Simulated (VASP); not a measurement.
The system is GaGe.

```
Ge Ga
1.0
     0.00000    2.89784    2.89784
     2.89784    0.00000    2.89784
     2.89784    2.89784    0.00000
Ge Ga
1 1
Cartesian
  0.0000 0.0000 0.0000
  1.4489 1.4489 1.4489
```

The cell comes from a database or a generator and needn't be the stable form of this composition.

- Program: VASP 6.6.1
- Task: relaxation of cell and atoms
- Functional: r2SCAN
- Potentials or basis: VASP PAW PBE potentials, release 64 (Ge_d, Ga_d)
- Cutoff: 600 eV
- k mesh: 8 × 8 × 8
- Occupations: fermi-dirac, width 0.05 eV
- Spin: no spin polarisation

At the start: pressure -2.2 GPa; volume 24.33 Å³/atom.

**Question.** Where does the relaxation end?

**Answer.** Over 3 steps the energy falls by 7.0 meV/atom and the volume is 23.33 Å³/atom (-4.1 %); space group F-43m (No. 216, to 0.05 Å).

Step by step:
| step | energy change (eV) | largest force (eV/Å) | pressure (GPa) | volume (Å³) |
| --- | --- | --- | --- | --- |
| 1 | 0.0000 | 0.0000 | -2.16 | 48.67 |
| 2 | -0.0138 | 0.0000 | 0.34 | 46.39 |
| 3 | -0.0141 | 0.0000 | 0.05 | 46.66 |

Final structure:
```
CELL_PARAMETERS angstrom
0.00000 2.85748 2.85748
2.85748 0.00000 2.85748
2.85748 2.85748 0.00000
ATOMIC_POSITIONS crystal
Ge 0.00000 0.00000 0.00000
Ga 0.25000 0.25000 0.25000
```

Caveat: the PAW data sets were made with another functional, which shifts forces and pressure a little.
